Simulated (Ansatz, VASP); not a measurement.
# Cross-check of Si2Mo between VASP and Ansatz

One calculation is typed for both programs; each brings its own data sets and cutoff. How far apart do they land?

Method: plane waves, with VASP 6.6.1 beside it; relaxation of cell and atoms at r2SCAN with rVV10, in Ansatz 0.2.0.

The database entry behind the starting cell is an old determination (1927), so it need not match the best structure at ambient conditions.

## 1. Set-up

Symmetry: I4/mmm, No. 139, tetragonal system. The conventional cell has a = 3.200 Å, b = 3.200 Å, c = 7.861 Å, α = 90.00°, β = 90.00°, γ = 90.00°. Si has 5 Si at 2.61 to 2.63 Å and 5 Mo at 2.62 Å nearest. Nearest to Mo lie 10 Si at 2.62 Å. Farther neighbours are not listed.

## 2. Ansatz: relaxation of cell and atoms, r2SCAN with rVV10

Ansatz runs on its default PAW (the set named soft_2) files.

The relaxed volume is the usual yardstick between codes: its relative difference is about their pressure difference at one cell divided by the bulk modulus.

Contents of input.yaml:

```yaml
crystal:
  lattice:
    - [-1.6, 1.6, 3.9305]
    - [1.6, -1.6, 3.9305]
    - [1.6, 1.6, -3.9305]
  atoms:
    - { symbol: Si, position: [0.333, 0.333, 0.0] }
    - { symbol: Si, position: [0.667, 0.667, 0.0] }
    - { symbol: Mo, position: [0.0, 0.0, 0.0] }
hamiltonian:
  xc: r2scan
  pseudopotentials: { kind: paw }
  dispersion: rvv10
kpoints:
  mp_grid: { grid: [10, 10, 10] }
scf:
  occupations: { method: fermi_dirac, width: 0.05 }
relax:
  f_tol: 0.01
  max_steps: 60
  cell: { stress_tol: 0.05 }
output:
  forces: true
  stress: true
```

Started as:

```bash
$ ansatz run input.yaml --threads 4 --pin off --max-ram 9216MiB --backend cpu --events-out ev --progress --plain --runs-dir out
```

Numbers of over 12 decimals in the logs are rounded to 6 here.

The program printed:

```text
basis.fft_grid_basis auto: the FFT boxes are laid along the combinations [[1, 0, 1], [0, 1, 1], [0, 0, 1]] of the cell's own vectors, 3.200, 3.200 and 4.535 Å long. The dense box has 27×27×40 points. Along the cell's own vectors, as sized, it would have 40×40×40, 2.19 times as many. Of the 16 symmetry operations that the crystal satisfies within crystal.symmetry.tolerance (time reversal apart; of a slab, those that k [...]
Engine: ansatz 0.2.0, aarch64-unknown-linux-gnu
Pseudopotentials: kind: paw
Pseudopotential: Si, paw, valence charge 4, recommended cutoff 500 eV (meta_gga), Si.paw.azcp
Pseudopotential: Mo, paw, valence charge 14, recommended cutoff 500 eV (meta_gga), Mo.paw.azcp
Functional definition: r2SCAN+rVV10
  parameter k0 = 0.174
  parameter k1 = 0.065
  parameter a1 = 4.9479
  exchange = r2scan_x(k0 = k0, k1 = k1, a1 = a1)
  correlation = r2scan_c + rvv10(11.95, 0.0093)
Crystal: 3 atoms, lattice volume = 40.248 Å³
Basis set: ecut = 500 eV, 1039 PW (Γ), FFT grids on a1+a3, a2+a3, a3, exchange–correlation on 108×108×160 points (64 copies of the dense FFT grid, shifted against one another)
Bands: 15, of which v1, the nominal top of the filled ones, is band 11 counted from 1 (10 counted from 0)
Symmetry: 16 space group operations
Space group: I4/mmm (ITA 139), of the structure as read, at distance tolerance 3.4e-5 Å
k-points: 102 of 1000
Non-local potential: Si, projectors of the file, l = 0: 2, l = 1: 2, l = 2: 2
Non-local potential: Mo, projectors of the file, l = 0: 3, l = 1: 2, l = 2: 2, l = 3: 1
PAW form: soft (Blöchl's): semilocal exchange-correlation on the pseudo side does not see the compensation charge
rVV10 density: all electrons in the spheres
PAW frozen core: Si, regenerated for the run's functional (the file was generated under x = pbe(κ = 0.804, μ = 0.219515), c = pbe(β = 0.066725))
PAW frozen core: Mo, regenerated for the run's functional (the file was generated under x = pbe(κ = 0.804, μ = 0.219515), c = pbe(β = 0.066725))
PAW one-centre angular grid: Si, 302 points (default); XC on 160 Gauss nodes
PAW one-centre angular grid: Mo, 590 points (default); XC on 160 Gauss nodes
Initial density: superposition of atomic densities (neutral atoms: chi_scale 0, normalization atom), corrected by the library's trained network
Initial wavefunctions: pseudopotential atomic-orbital guess
Functional: x = r2scan, c = r2scan + rvv10(b = 11.95, C = 0.0093); τ floored in thin density (d = 2e-4 eV/Å³)
SCF iter   1: F=—  HF=-6244.798232 eV  |F-HF|=—  |Δ(HF+E_count)|=         —  Δρ=8.15e-3  dr2=2.12e-2  dr2_τ=3.46e-2  ethr=1.77e-3  ⟨swp⟩=5.9  Hψ=8696  notcnv=0
preconditioner: auto → Kerker (q_TF=auto, 2.467 Å⁻¹)  [metal: Δε(μ)=0.104 eV  Ē_g=8.234 eV  σ=0.050 eV  W_gap=0.48  n_scr=10 (ndim 8)  ℏωp=21.9 eV  f_vac=0.000  D(μ)=0.30/eV (n_scr^D=0)]
SCF iter   2: F=—  HF=-6244.833255 eV  |F-HF|=—  |Δ(HF+E_count)|=   3.50e-2  Δρ=4.95e-3  dr2=7.64e-3  dr2_τ=2.04e-4  ethr=9.65e-5  ⟨swp⟩=2.0  Hψ=3468  notcnv=0
preconditioner: auto → none  [insulator: Δε(μ)=0.130 eV  Ē_g=8.224 eV  σ=0.050 eV  W_gap=0.56  n_scr=10 (ndim 8)  ℏωp=21.9 eV  f_vac=0.000  D(μ)=0.27/eV (n_scr^D=0)  ε∞_Penn≈8.1]
SCF iter   3: F=—  HF=-6244.834386 eV  |F-HF|=—  |Δ(HF+E_count)|=   1.13e-3  Δρ=3.39e-3  dr2=9.69e-3  dr2_τ=6.99e-4  ethr=3.47e-5  ⟨swp⟩=2.0  Hψ=2651  notcnv=0
SCF iter   4: F=—  HF=-6244.832474 eV  |F-HF|=—  |Δ(HF+E_count)|=   1.91e-3  Δρ=8.01e-4  dr2=3.78e-4  dr2_τ=4.60e-5  ethr=3.47e-5  ⟨swp⟩=2.5  Hψ=2610  notcnv=0
SCF iter   5: F=—  HF=-6244.832458 eV  |F-HF|=—  |Δ(HF+E_count)|=   1.63e-5  Δρ=1.62e-4  dr2=8.15e-6  dr2_τ=3.58e-7  ethr=1.72e-6  ⟨swp⟩=2.2  Hψ=2285  notcnv=0
SCF iter   6: F=—  HF=-6244.832463 eV  |F-HF|=—  |Δ(HF+E_count)|=   4.98e-6  Δρ=1.51e-5  dr2=3.38e-8  dr2_τ=5.78e-8  ethr=4.55e-10  ⟨swp⟩=3.6  Hψ=6783  notcnv=0
SCF iter   7: F=-6244.832463 eV  HF=-6244.832463 eV  |F-HF|=1.86e-9  |Δ(HF+E_count)|=   4.77e-8  Δρ=4.95e-6  dr2=8.31e-9  dr2_τ=1.43e-9  ethr=1.54e-10  ⟨swp⟩=2.0  Hψ=5446  notcnv=0
SCF 1 converged in 7 iterations: F = -6244.832463 eV  dr2 = 8.31e-9
  greatest PAW one-centre occupation: 0.996 electrons in one spin orbital (limit 2), on the Mo atom at site 2 (counted from 0), in its partial waves of l = 0
relax step   1: F+E_penalty+E_count = -6244.83246295 eV  Δ(F+E_penalty+E_count) = +0.000e0 eV  max|allowed force component| = 3.879e-1 eV/Å  Δτ_max = 0.0000 Å  P = -2.366 GPa  Ω = 40.248 Å³  (7 SCF iters, dr2 threshold 1.00e-7 eV, accepted)
[...]
relax step   2: F+E_penalty+E_count = -6244.84307657 eV  Δ(F+E_penalty+E_count) = -1.061e-2 eV  max|allowed force component| = 2.223e-2 eV/Å  Δτ_max = 0.0169 Å  P = +0.940 GPa  Ω = 39.743 Å³  energy of the carried Pulay correction = +1.090e-4 eV  (6 SCF iters, dr2 threshold 3.00e-7 eV, accepted)
[...]
relax step   3: F+E_penalty+E_count = -6244.84386375 eV  Δ(F+E_penalty+E_count) = -7.872e-4 eV  max|allowed force component| = 1.205e-2 eV/Å  Δτ_max = 0.0011 Å  P = +0.071 GPa  Ω = 39.887 Å³  energy of the carried Pulay correction = +7.782e-5 eV  (5 SCF iters, dr2 threshold 3.00e-7 eV, accepted)
[...]
relax step   4: F+E_penalty+E_count = -6244.84387111 eV  Δ(F+E_penalty+E_count) = -7.351e-6 eV  max|allowed force component| = 4.104e-4 eV/Å  Δτ_max = 0.0006 Å  P = -0.007 GPa  Ω = 39.903 Å³  energy of the carried Pulay correction = +7.431e-5 eV  (4 SCF iters, dr2 threshold 1.61e-8 eV, accepted)
[...]
relax step   5: F+E_penalty+E_count = -6244.84380005 eV  Δ(F+E_penalty+E_count) = +7.105e-5 eV  max|allowed force component| = 4.411e-4 eV/Å  Δτ_max = 0.0000 Å  P = -0.007 GPa  Ω = 39.903 Å³  stress off target by 1.09e-2 GPa  SCF on the basis re-selected at this cell (its energy is not comparable with the rows above)  (5 SCF iters)
basis re-selected at this cell: Δ(F+E_penalty+E_count) = +7.105e-5 eV, ΔP = -0.000 GPa vs the last step (what re-selecting the basis moved, of the pressure what is left beyond the Pulay correction that the steps carried, after the strain that the cell walked since its last selection, with what the two solves' SCF thresholds leave and, on support functions, any second-order correction that the steps lacked; it is no m [...]
SCF converged after 5 iterations
Free energy (F): -6244.843800 eV
Harris-Foulkes:  -6244.843800 eV  (|F-HF|=2.27e-11)
Internal energy: -6244.842316 eV  (E = F + TS)
E sigma→0 (E₀):  -6244.843058 eV
Entropy (-TS):   -0.001484 eV (-0.495 meV/atom)
Fermi energy:    16.056168 eV
--- Per-component energies (eV) ---
  E_band       = -58.673845
  E_kinetic    = 531.057932
  E_local      = -1139.711870  (includes V_loc(G=0)·N_el)
  E_nonlocal   = 190.068713
  E_hartree    = 425.709126
  E_xc         = -283.931776
  E_vxc        = -363.402229  (∫ρ·V_xc dr)
  E_paw        = -4256.240236  (= ΣΔE_a)
  E_vpaw       = -149.695335  (= ΣTr[D̂ρ^β])
  E_aug_tail   = 0.000014  (compensation charges beyond the density's cutoff)
  E_vtau       = 21.590668  (kinetic-family band-sum trace: ∫τ·v_τ [+ j·A + Jᵃ·Aᵃ] dr)
  E_ewald      = -1711.420149
  E_core_change = -0.374070  (= ΣΔE_core)
  E_smearing   = -0.001484  (= −TS)
  E_closure    = -0.000000  (closes the sum)
  Σ components = -6244.843800   (vs F -6244.843800, Δ=0.00e0)
--- Forces (eV/Å), atoms counted from 1 ---
  atom   1  Si     0.00000000     0.00000000     0.00044107
  atom   2  Si    -0.00000000     0.00000000    -0.00044107
  atom   3  Mo     0.00000000     0.00000000     0.00000000
  max |Σ_I F_I| component: 4.16e-17 eV/Å
--- Stress (GPa, compression-positive) ---
       -0.010949       0.000000       0.000000
        0.000000      -0.010949       0.000000
        0.000000       0.000000       0.000152
  P = ⅓ Tr σ = -0.0072 GPa (-0.072 kbar)
--- Relaxed structure (4 steps of the walk, 4 accepted, 1 SCFs on fresh bases) ---
  F+E_penalty+E_count = -6244.84380005 eV   max|allowed force component| = 4.411e-4 eV/Å   (the final SCF, on the basis selected at the relaxed cell)
  cell:  # Å, volume = 39.9032 Å³
    - [-1.598446, 1.598446, 3.904377]
    - [1.598446, -1.598446, 3.904377]
    - [1.598446, 1.598446, -3.904377]
  atoms:
    - { symbol: Si, position: [0.335371, 0.335371, 0] }
    - { symbol: Si, position: [0.664629, 0.664629, 0] }
    - { symbol: Mo, position: [-1.4251904909066122e-19, -1.4251904909066042e-19, 0] }
```

The job ended after 14 s (4 threads of Arm Neoverse V2, shared host; peak memory 0.54 GiB).

(Part 1 of 2 ends here.)

[Lines on the potential files, build, host, timing and source positions are cut from VASP's logs without a mark.]

[Logs are printed without paths, hosts, clocks, repeated set-up lines and the standing remarks that a program may print on its own settings, such as how far it seeks lower states.]

[Hosts, paths, dates, database ids (printed as entryN), source tags and the programs' standing remarks are cut or masked in the printed files.]
